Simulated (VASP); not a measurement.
A convergence study with VASP on Mg₂Si (antifluorite): one setting is varied, all else stays as given below, so the limit is that of these other settings.

```yaml
crystal:
  lattice:
    - [0.00000, 3.17500, 3.17500]
    - [3.17500, 0.00000, 3.17500]
    - [3.17500, 3.17500, 0.00000]
  atoms:
    - { symbol: Mg, position: [0.25000, 0.25000, 0.25000] }
    - { symbol: Mg, position: [0.75000, 0.75000, 0.75000] }
    - { symbol: Si, position: [0.00000, 0.00000, 0.00000] }
```

All values below come from LDA (Ceperley-Alder, Perdew-Zunger), VASP's LDA PAW potentials (set 64) (plane waves; VASP). The tightest run used: 550 eV cut-off, 15×15×15 Γ-centred mesh, Gaussian smearing of 0.050 eV, potentials Mg Si.

| setting | E (eV/atom) | pressure (GPa) | irreducible k-points |
|---|---|---|---|
| 1×1×1 mesh | 0.8774 | 7.26 | 1 |
| 2×2×2 mesh | -2.6724 | -2.09 | 3 |
| 3×3×3 mesh | -3.1907 | -2.55 | 4 |
| 4×4×4 mesh | -3.3124 | -2.67 | 8 |
| 5×5×5 mesh | -3.3491 | -2.64 | 10 |
| 6×6×6 mesh | -3.3616 | -2.63 | 16 |

Problem. These are the cheaper rows. Estimate the results at 15×15×15 mesh, and how far the last row shown lies from them.

Solution. 
```tsv
quantity	tightest run	last row shown is off by
E (eV/atom)	-3.3696	0.0080
pressure (GPa)	-2.59	-0.03
```

Left out are rungs that failed or repeat a setting and relaxations that didn't move; long series are thinned to 24 rows.

The compound is Mg2Si in the antifluorite structure. The cell was not relaxed at this level.
